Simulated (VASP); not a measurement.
Output of a VASP run:

**OSZICAR**
```
       N       E                     dE             d eps       ncg     rms          rms(c)
DAV:   1     0.110682880023E+03    0.11068E+03   -0.90408E+03  4112   0.135E+03
DAV:   2    -0.170770190356E+02   -0.12776E+03   -0.12053E+03  4764   0.336E+02
DAV:   3    -0.226570877695E+02   -0.55801E+01   -0.54689E+01  5972   0.639E+01
DAV:   4    -0.228734253996E+02   -0.21634E+00   -0.21622E+00  5364   0.117E+01
DAV:   5    -0.228778770273E+02   -0.44516E-02   -0.44514E-02  5908   0.151E+00    0.222E+01
DAV:   6    -0.195273666557E+02    0.33505E+01   -0.16194E+01  4628   0.285E+01    0.848E+00
DAV:   7    -0.194164897937E+02    0.11088E+00   -0.71649E-01  4984   0.691E+00    0.618E+00
DAV:   8    -0.194108970265E+02    0.55928E-02   -0.12843E-01  4544   0.344E+00    0.145E+00
DAV:   9    -0.194070239400E+02    0.38731E-02   -0.27719E-02  5184   0.113E+00    0.448E-01
DAV:  10    -0.194073945273E+02   -0.37059E-03   -0.18900E-03  4792   0.562E-01    0.339E-01
DAV:  11    -0.194072334912E+02    0.16104E-03   -0.59344E-04  4620   0.198E-01    0.172E-02
DAV:  12    -0.194072317943E+02    0.16969E-05   -0.10479E-05  6040   0.358E-02    0.109E-02
DAV:  13    -0.194072313778E+02    0.41654E-06   -0.29403E-07  2688   0.537E-03
   1 F= -.19407231E+02 E0= -.19407232E+02  d E =0.305730E-05
```

File OUTCAR:
```
------------------------ aborting loop because EDIFF is reached ----------------------------------------
  FORCE on cell =-STRESS in cart. coord.  units (eV):
  Direction    XX          YY          ZZ          XY          YZ          ZX
  --------------------------------------------------------------------------------------
  Total        0.3434785      1.9632653      0.8703769      0.0000000      0.0000000      0.0000000
  in kB       21.5881604    123.3942789     54.7045419      0.0000000      0.0000000      0.0000000
  external PRESSURE =      66.5623271 kB  Pullay stress =       0.0000000 kB
  volume of cell :       25.49
      direct lattice vectors                 reciprocal lattice vectors
     0.000000000  2.298791000  2.336917000    -0.210740606  0.217505637  0.213957107
     2.372585000  0.000000000  2.336917000     0.210740606 -0.217505637  0.213957107
     2.372585000  2.298791000  0.000000000     0.210740606  0.217505637 -0.213957107
 POSITION                                       TOTAL-FORCE (eV/Angst)
 -----------------------------------------------------------------------------------
      0.00000      0.00000      0.00000         0.521011      0.000000      0.000000
      2.46611      2.29879      2.33692        -0.521011      0.000000      0.000000
 -----------------------------------------------------------------------------------
    total drift:                               -0.000005      0.000000     -0.000001
  FREE ENERGIE OF THE ION-ELECTRON SYSTEM (eV)
  ---------------------------------------------------
  free  energy   TOTEN  =       -19.4072313778 eV

  energy  without entropy=      -19.4072344351  energy(sigma->0) =      -19.40723240
```
(Selected blocks of OUTCAR.)

### POSCAR
```
ZrC
1
    0.0000000000     2.2987910000     2.3369170000
    2.3725850000     0.0000000000     2.3369170000
    2.3725850000     2.2987910000     0.0000000000
Zr C
1 1
Direct
  0.0000000000   0.0000000000   0.0000000000
  0.4802910000   0.5197090000   0.5197090000
```

Problem. Write an INCAR and KPOINTS that could have produced this output.

Solution. Several could match; the one computed here: the input of the run itself, PBE GGA, plane waves, VASP's PBE PAW potentials (set 64).

### INCAR
```
ALGO  =  Normal
EDIFF  =  1E-6
ENCUT  =  520
GGA  =  PE
ISIF  =  2
ISMEAR  =  1
KGAMMA  =  T
KSPACING  =  0.25
LASPH  =  T
LCHARG  =  F
LMAXMIX  =  4
LREAL  =  F
LWAVE  =  F
NELM  =  100
PREC  =  Accurate
SIGMA  =  0.1
SYSTEM  =  ZrC
```

POTCAR, in this order: Zr_sv C (PBE.64 set). Program: vasp_std.

The compound is ZrC in the rock salt structure. The cell was not relaxed at this level, atoms are displaced from their ideal sites. The run is one of a series of settings (KGAMMA = .TRUE., KSPACING = 0.25, KPOINTS file removed against the base run), some of them coarse on purpose.
